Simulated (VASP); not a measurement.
Here is a VASP 6.6.1 calculation.

File INCAR:

```
SYSTEM = ZnHg3
ALGO     = Fast           ! electronic algorithm
EDIFF    = 1E-6           ! SCF threshold, eV
ENCUT    = 520            ! plane-wave cutoff, eV
GGA      = CA             ! functional
ISIF     = 2              ! what is computed and relaxed
ISMEAR   = 1              ! smearing method
LASPH    = .True.         ! aspherical terms in the spheres
LCHARG   = .False.        ! write CHGCAR
LREAL    = .False.        ! projectors in reciprocal space
LWAVE    = .False.        ! write WAVECAR
NBANDS   = 32             ! bands
NELM     = 100            ! most SCF steps
PREC     = Accurate       ! precision mode
SIGMA    = 0.1            ! smearing width, eV
```

File KPOINTS:

```
k-points
0
Gamma
  5 5 5
  0 0 0
```

Contents of POSCAR:

```
ZnHg3
1.0
    4.3024337978      0.0000000000      0.0000000000
    0.0000000000      4.3024337978      0.0000000000
    0.0000000000      0.0000000000      4.3024337978
Zn Hg
1 3
Direct
    0.5000000000      0.5000000000      0.5000000000
    0.5000000000      0.0000000000      0.0000000000
    0.0000000000      0.5000000000      0.0000000000
    0.0000000000      0.0000000000      0.5000000000
```

Potentials or basis: VASP PAW LDA potentials, release 64 (Zn, Hg).

Run with:

```sh
$ cat potpaw_LDA.64/Zn/POTCAR potpaw_LDA.64/Hg/POTCAR > POTCAR
$ mpirun -np 1 vasp_std > vasp.out
```

Question: Predict the pressure.

Answer: 0.6 GPa.

Question: Predict the band gap on the k mesh.

Answer: None (metal or under the smearing width).

Spin-orbit coupling is left out, which matters for the levels of Hg.
